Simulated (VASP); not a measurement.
Method: PBE GGA, VASP's PBE PAW potentials (set 64) (plane waves; VASP).

A VASP calculation is set up with these files.

POSCAR:
```
Hf16F
1
    6.3898045719     0.0000000000     0.0000000000
    3.1949022860     5.5337330082     0.0000000000
    0.0000000000     0.0000000000    21.5389683049
Hf F
16 1
Direct
 -0.1666670000   0.3333330000   0.3244500000
  0.3333330000   0.3333330000   0.3244500000
 -0.1666670000   0.8333330000   0.3244500000
  0.3333330000   0.8333330000   0.3244500000
  0.0000000000   0.0000000000   0.4414830000
  0.5000000000   0.0000000000   0.4414830000
  0.0000000000   0.5000000000   0.4414830000
  0.5000000000   0.5000000000   0.4414830000
 -0.1666670000   0.3333330000   0.5585170000
  0.3333330000   0.3333330000   0.5585170000
 -0.1666670000   0.8333330000   0.5585170000
  0.3333330000   0.8333330000   0.5585170000
  0.0000000000   0.0000000000   0.6755500000
  0.5000000000   0.0000000000   0.6755500000
  0.0000000000   0.5000000000   0.6755500000
  0.5000000000   0.5000000000   0.6755500000
  0.1666670000   0.1666670000   0.7400700000
```

**KPOINTS**
```
Automatic mesh
0
Gamma
5 5 1
0 0 0
```

### INCAR
```
ALGO = Normal
DIPOL = 0.5 0.5 0.5
EDIFF = 1E-5
EDIFFG = -0.03
ENCUT = 400
GGA = PE
IBRION = 2
IDIPOL = 3
ISIF = 2
ISMEAR = 1
LASPH = T
LCHARG = F
LDIPOL = T
LMAXMIX = 6
LREAL = F
LWAVE = T
NELM = 100
NELMIN = 4
NSW = 50
PREC = Normal
SIGMA = 0.1
SYSTEM = Hf16F
```

POTCAR, in this order: Hf F (PBE.64 set). Program: vasp_std.

The run wrote:

OSZICAR:
```
...
DAV:  11    -0.158942620667E+03   -0.61663E-05   -0.24593E-05   424   0.144E-02
   3 F= -.15894262E+03 E0= -.15894872E+03  d E =-.791631E+00
       N       E                     dE             d eps       ncg     rms          rms(c)
DAV:   1    -0.158942910381E+03   -0.29588E-03   -0.15638E-01   464   0.164E+00    0.107E-01
DAV:   2    -0.158943376002E+03   -0.46562E-03   -0.66898E-03   704   0.226E-01    0.796E-02
DAV:   3    -0.158943156558E+03    0.21944E-03   -0.35463E-03   696   0.123E-01    0.557E-02
DAV:   4    -0.158943833413E+03   -0.67685E-03   -0.54477E-03   784   0.168E-01    0.106E-01
DAV:   5    -0.158943041279E+03    0.79213E-03   -0.37769E-03   768   0.139E-01    0.191E-02
DAV:   6    -0.158943065804E+03   -0.24524E-04   -0.22059E-04   688   0.370E-02    0.116E-02
DAV:   7    -0.158943066718E+03   -0.91413E-06   -0.18538E-05   392   0.116E-02
   4 F= -.15894307E+03 E0= -.15894899E+03  d E =-.792077E+00
       N       E                     dE             d eps       ncg     rms          rms(c)
DAV:   1    -0.158954041446E+03   -0.10976E-01   -0.12513E+01   440   0.130E+01    0.550E-01
DAV:   2    -0.158975601859E+03   -0.21560E-01   -0.23441E-01   560   0.157E+00    0.260E-01
DAV:   3    -0.158984549709E+03   -0.89479E-02   -0.66115E-02   792   0.633E-01    0.413E-01
DAV:   4    -0.158977195160E+03    0.73545E-02   -0.76073E-02   760   0.628E-01    0.213E-01
DAV:   5    -0.158975323202E+03    0.18720E-02   -0.22655E-02   748   0.337E-01    0.140E-01
DAV:   6    -0.158974940088E+03    0.38311E-03   -0.24406E-03   624   0.168E-01    0.522E-02
DAV:   7    -0.158974895019E+03    0.45069E-04   -0.70787E-04   728   0.749E-02    0.215E-02
DAV:   8    -0.158974900451E+03   -0.54328E-05   -0.11314E-04   640   0.298E-02    0.131E-02
DAV:   9    -0.158974904045E+03   -0.35937E-05   -0.11790E-05   344   0.123E-02
   5 F= -.15897490E+03 E0= -.15898045E+03  d E =-.318373E-01
       N       E                     dE             d eps       ncg     rms          rms(c)
DAV:   1    -0.158959214613E+03    0.15686E-01   -0.18276E+01   448   0.156E+01    0.702E-01
DAV:   2    -0.158991585300E+03   -0.32371E-01   -0.35090E-01   568   0.192E+00    0.343E-01
DAV:   3    -0.159014733391E+03   -0.23148E-01   -0.16671E-01   816   0.974E-01    0.646E-01
DAV:   4    -0.158993018388E+03    0.21715E-01   -0.17971E-01   784   0.922E-01    0.276E-01
DAV:   5    -0.158990030194E+03    0.29882E-02   -0.35960E-02   756   0.421E-01    0.174E-01
DAV:   6    -0.158989677128E+03    0.35307E-03   -0.33573E-03   584   0.205E-01    0.731E-02
DAV:   7    -0.158989583040E+03    0.94088E-04   -0.11754E-03   728   0.922E-02    0.289E-02
DAV:   8    -0.158989589352E+03   -0.63117E-05   -0.20689E-04   680   0.389E-02    0.159E-02
DAV:   9    -0.158989597634E+03   -0.82823E-05   -0.26161E-05   440   0.158E-02
   6 F= -.15898960E+03 E0= -.15899446E+03  d E =-.465309E-01
       N       E                     dE             d eps       ncg     rms          rms(c)
DAV:   1    -0.158996737184E+03   -0.71478E-02   -0.37923E+00   440   0.782E+00    0.371E-01
DAV:   2    -0.159019549738E+03   -0.22813E-01   -0.16247E-01   640   0.128E+00    0.517E-01
DAV:   3    -0.159010609730E+03    0.89400E-02   -0.22081E-01   720   0.108E+00    0.384E-01
DAV:   4    -0.159002094153E+03    0.85156E-02   -0.57439E-02   720   0.544E-01    0.164E-01
DAV:   5    -0.159001349581E+03    0.74457E-03   -0.62589E-03   680   0.222E-01    0.848E-02
DAV:   6    -0.159001406639E+03   -0.57057E-04   -0.13999E-03   768   0.105E-01    0.588E-02
DAV:   7    -0.159001342318E+03    0.64321E-04   -0.44165E-04   712   0.552E-02    0.215E-02
DAV:   8    -0.159001343156E+03   -0.83819E-06   -0.65660E-05   560   0.240E-02
   7 F= -.15900134E+03 E0= -.15900657E+03  d E =-.117455E-01
       N       E                     dE             d eps       ncg     rms          rms(c)
DAV:   1    -0.159001122916E+03    0.21940E-03   -0.24114E+00   448   0.625E+00    0.299E-01
DAV:   2    -0.159015436430E+03   -0.14314E-01   -0.10280E-01   640   0.102E+00    0.405E-01
DAV:   3    -0.159010133336E+03    0.53031E-02   -0.13858E-01   720   0.866E-01    0.310E-01
DAV:   4    -0.159004593434E+03    0.55399E-02   -0.36372E-02   740   0.437E-01    0.131E-01
DAV:   5    -0.159004091041E+03    0.50239E-03   -0.40777E-03   688   0.177E-01    0.684E-02
DAV:   6    -0.159004129899E+03   -0.38858E-04   -0.85617E-04   768   0.833E-02    0.461E-02
DAV:   7    -0.159004092603E+03    0.37296E-04   -0.26768E-04   688   0.427E-02    0.170E-02
DAV:   8    -0.159004093735E+03   -0.11315E-05   -0.30643E-05   416   0.186E-02
   8 F= -.15900409E+03 E0= -.15900970E+03  d E =-.144961E-01
       N       E                     dE             d eps       ncg     rms          rms(c)
DAV:   1    -0.159009934234E+03   -0.58416E-02   -0.26511E+00   440   0.676E+00    0.366E-01
DAV:   2    -0.159015657445E+03   -0.57232E-02   -0.83942E-02   664   0.897E-01    0.283E-01
DAV:   3    -0.159013134703E+03    0.25227E-02   -0.51884E-02   684   0.463E-01    0.203E-01
DAV:   4    -0.159016166718E+03   -0.30320E-02   -0.42058E-02   736   0.463E-01    0.263E-01
DAV:   5    -0.159011377021E+03    0.47897E-02   -0.22400E-02   736   0.352E-01    0.653E-02
DAV:   6    -0.159011479210E+03   -0.10219E-03   -0.18686E-03   712   0.121E-01    0.348E-02
DAV:   7    -0.159011448046E+03    0.31165E-04   -0.17705E-04   648   0.395E-02    0.203E-02
DAV:   8    -0.159011442921E+03    0.51246E-05   -0.65900E-05   544   0.237E-02
   9 F= -.15901144E+03 E0= -.15901666E+03  d E =-.734919E-02
       N       E                     dE             d eps       ncg     rms          rms(c)
DAV:   1    -0.159012732779E+03   -0.12847E-02   -0.17942E+00   440   0.555E+00    0.303E-01
DAV:   2    -0.159016671878E+03   -0.39391E-02   -0.56989E-02   656   0.739E-01    0.236E-01
DAV:   3    -0.159016450367E+03    0.22151E-03   -0.46167E-02   712   0.445E-01    0.226E-01
DAV:   4    -0.159015468643E+03    0.98172E-03   -0.30415E-02   736   0.394E-01    0.170E-01
DAV:   5    -0.159013768917E+03    0.16997E-02   -0.84729E-03   736   0.225E-01    0.562E-02
DAV:   6    -0.159013828113E+03   -0.59196E-04   -0.10699E-03   696   0.952E-02    0.331E-02
DAV:   7    -0.159013801431E+03    0.26683E-04   -0.12553E-04   608   0.338E-02    0.182E-02
DAV:   8    -0.159013798888E+03    0.25426E-05   -0.42809E-05   432   0.199E-02
  10 F= -.15901380E+03 E0= -.15901868E+03  d E =-.970515E-02
       N       E                     dE             d eps       ncg     rms          rms(c)
DAV:   1    -0.159013830028E+03   -0.28597E-04   -0.49728E-02   444   0.924E-01    0.506E-02
DAV:   2    -0.159013939761E+03   -0.10973E-03   -0.15559E-03   656   0.124E-01    0.398E-02
DAV:   3    -0.159014042675E+03   -0.10291E-03   -0.19930E-03   708   0.947E-02    0.529E-02
DAV:   4    -0.159013891214E+03    0.15146E-03   -0.11506E-03   728   0.778E-02    0.235E-02
DAV:   5    -0.159013867889E+03    0.23324E-04   -0.15811E-04   632   0.320E-02    0.110E-02
DAV:   6    -0.159013873117E+03   -0.52281E-05   -0.25445E-05   408   0.162E-02
  11 F= -.15901387E+03 E0= -.15901870E+03  d E =-.977938E-02
       N       E                     dE             d eps       ncg     rms          rms(c)
DAV:   1    -0.159014862785E+03   -0.99490E-03   -0.61896E-01   440   0.318E+00    0.201E-01
DAV:   2    -0.159016909998E+03   -0.20472E-02   -0.23398E-02   680   0.410E-01    0.172E-01
DAV:   3    -0.159019187576E+03   -0.22776E-02   -0.45538E-02   744   0.466E-01    0.244E-01
DAV:   4    -0.159015584860E+03    0.36027E-02   -0.21499E-02   752   0.337E-01    0.950E-02
DAV:   5    -0.159015290510E+03    0.29435E-03   -0.26618E-03   704   0.125E-01    0.391E-02
DAV:   6    -0.159015310455E+03   -0.19945E-04   -0.33344E-04   656   0.556E-02    0.269E-02
DAV:   7    -0.159015303335E+03    0.71198E-05   -0.51290E-05   472   0.215E-02
  12 F= -.15901530E+03 E0= -.15902007E+03  d E =-.143022E-02
```

OUTCAR:
```
------------------------ aborting loop because EDIFF is reached ----------------------------------------
  FORCE on cell =-STRESS in cart. coord.  units (eV):
  Direction    XX          YY          ZZ          XY          YZ          ZX
  --------------------------------------------------------------------------------------
  Total       -3.2320473     -3.2320472     -1.1439586     -0.0000000      0.0000000      0.0000000
  in kB       -6.7991969     -6.7991967     -2.4065242     -0.0000000      0.0000000      0.0000000
  external PRESSURE =      -5.3349726 kB  Pullay stress =       0.0000000 kB
  volume of cell :      761.61
      direct lattice vectors                 reciprocal lattice vectors
     6.389804572  0.000000000  0.000000000     0.156499309 -0.090354919  0.000000000
     3.194902286  5.533733008  0.000000000     0.000000000  0.180709839  0.000000000
     0.000000000  0.000000000 21.538968305     0.000000000  0.000000000  0.046427479
 POSITION                                       TOTAL-FORCE (eV/Angst)
 -----------------------------------------------------------------------------------
      6.38787      1.84569      7.12006        -0.005243      0.003027     -0.011813
      3.19683      1.84569      7.12006         0.005243      0.003027     -0.011813
      7.98725      4.61144      7.10215         0.000000     -0.000000     -0.001184
      4.79235      4.60921      7.12006        -0.000000     -0.006054     -0.011813
      9.58304      5.53277      9.44228         0.004507      0.002602      0.009009
      6.39147      5.53277      9.44228        -0.004507      0.002602      0.009009
      7.98726      2.76879      9.44228        -0.000000     -0.005204      0.009009
      4.79235      2.76687      9.45019         0.000000     -0.000000      0.009244
      6.41632      1.82927     12.12991        -0.018976      0.010956     -0.002351
      3.16838      1.82927     12.12991         0.018976      0.010956     -0.002351
      7.98725      4.61144     12.08449         0.000000     -0.000000     -0.012962
      4.79235      4.64206     12.12991        -0.000000     -0.021911     -0.002351
      9.53968      5.50773     14.48223         0.006541      0.003777      0.016820
      6.43484      5.50773     14.48223        -0.006541      0.003777      0.016820
      7.98726      2.81886     14.48223        -0.000000     -0.007553      0.016820
      4.79235      2.76687     14.40078         0.000000     -0.000000     -0.027122
      1.59745      0.92229     15.69103         0.000000     -0.000000     -0.002975
 -----------------------------------------------------------------------------------
    total drift:                               -0.000433     -0.000251     -0.005136
  FREE ENERGIE OF THE ION-ELECTRON SYSTEM (eV)
  ---------------------------------------------------
  free  energy   TOTEN  =      -159.0153033350 eV

  energy  without entropy=     -159.0296100183  energy(sigma->0) =     -159.02007223

 reached required accuracy - stopping structural energy minimisation
```
(Selected blocks of OUTCAR.)

**CONTCAR**
```
Hf16F
   1.00000000000000
     6.3898045719000001    0.0000000000000000    0.0000000000000000
     3.1949022860000000    5.5337330081999996    0.0000000000000000
     0.0000000000000000    0.0000000000000000   21.5389683048999991
  Hf              F
    16     1
Direct
     0.8329291994692104    0.3335349002653996    0.3305663660265886
     0.3335349002653996    0.3335349002653996    0.3305663660265886
     0.8333330000000032    0.8333330000000032    0.3297350651172879
     0.3335349002653996    0.8329291994692104    0.3305663660265886
     0.9998264274740781    0.9998264274740781    0.4383811688587745
     0.5003471450518440    0.9998264274740781    0.4383811688587745
     0.9998264274740781    0.5003471450518440    0.4383811688587745
     0.5000000000000000    0.5000000000000000    0.4387484482268090
     0.8388659329976967    0.3305665335011564    0.5631612547117105
     0.3305665335011564    0.3305665335011564    0.5631612547117105
     0.8333330000000032    0.8333330000000032    0.5610525999376267
     0.3305665335011564    0.8388659329976967    0.5631612547117105
     0.9953017736209280    0.9953017736209280    0.6723734734012503
     0.5093964527581439    0.9953017736209280    0.6723734734012503
     0.9953017736209280    0.5093964527581439    0.6723734734012503
     0.5000000000000000    0.5000000000000000    0.6685919343868384
     0.1666669999999968    0.1666669999999968    0.7284951633364682
```

At this cut-off the stress carries a Pulay error, which pulls relaxed volumes low.

The cell is a thin slab with vacuum, built from Hf (hcp): (001) face, F adsorbed.
